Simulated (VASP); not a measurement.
Input:

```xyz
5
Lattice="5.8700 0.0000 0.0000 0.0000 5.8700 0.0000 0.0000 0.0000 5.8700" Properties=species:S:1:pos:R:3 pbc="T T T"
Cs     0.0000     0.0000     0.0000
Pb     2.9350     2.9350     2.9350
Br     2.9350     0.0000     2.9350
Br     0.0000     2.9350     2.9350
Br     2.9350     2.9350     0.0000
```

Method: PBE GGA, VASP's PBE PAW potentials (set 64) (plane waves; VASP). Settings: 300 eV cut-off, 3×3×3 Γ-centred mesh, Fermi-Dirac smearing of 0.010 eV, potentials Cs_sv Pb_d Br.

At this cut-off the stress carries a Pulay error, which pulls relaxed volumes low.

Q: Give the stress tensor in GPa (positive for a compressed cell).

A: 
```
1.02  0.00  0.00
0.00  1.02  0.00
0.00  0.00  1.02
```
The pressure is its mean diagonal, 1.02 GPa.

The structure is a typed CsPbBr3 crystal (Pm-3m). The cell was not relaxed at this level.
